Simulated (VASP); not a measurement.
An input for Ansatz (written as the equivalent of a VASP run, and not itself run):

Ansatz 0.2 input:
```yaml
crystal:
  lattice:
    - [2.4350720, -1.7287050, 0.0000000]
    - [2.4350720, 1.7287050, 0.0000000]
    - [1.2078300, 0.0000000, 2.7311430]
  atoms:
    - { symbol: Hg, position: [0.0000000, 0.0000000, 0.0000000] }
kpoints:
  mp_grid: { grid: [9, 9, 9] }
hamiltonian:
  xc: pbe
  pseudopotentials: { kind: paw }
scf:
  occupations: { method: gaussian, width: 0.05 }
  max_iter: 100
relax:
  max_steps: 60
  f_tol: 0.01
  cell: {}
output: { forces: true, stress: true, eigenvalues: true }
```

### Question
Translate this input to VASP (INCAR, KPOINTS, POSCAR, choice of POTCAR).

### Answer
One answer among several that fit: 
KPOINTS:
```
Regular mesh
0
G
9 9 9
0 0 0
```

**INCAR**
```
NSW  =  60
NELM  =  100
EDIFF  =  1E-6   ! SCF stop (eV)
ENCUT  =  480
LCHARG  =  F
ISIF  =  3   ! ions, shape and volume
ISMEAR  =  0   ! Gaussian
SYSTEM  =  Hg
GGA  =  PE   ! PBE
ALGO  =  Normal
IBRION  =  2   ! conjugate gradients
LASPH  =  T   ! aspherical one-centre terms
LWAVE  =  F
LMAXMIX  =  6   ! l cut-off of mixed one-centre charges
PREC  =  Accurate
LREAL  =  F
SIGMA  =  0.05
EDIFFG  =  -0.01
```

### POSCAR
```
Hg
1.0
  2.4350720000  -1.7287050000   0.0000000000
  2.4350720000   1.7287050000   0.0000000000
  1.2078300000   0.0000000000   2.7311430000
Hg
1
Direct
  0.0000000000   0.0000000000   0.0000000000
```

POTCAR, in this order: Hg (PBE.64 set). Program: vasp_std.

The two are equivalent in intent, not identical: each code has its own PAW files, so the cut-off isn't converted (ENCUT is set for VASP's; basis.ecutwfc is left out, and Ansatz then takes the one that its files recommend); Ansatz stops its SCF on the density residual and VASP on the energy change (EDIFF).

The compound is Hg in the a10 structure. This run relaxes it. Symmetry was kept, so distortions that lower it aren't found.
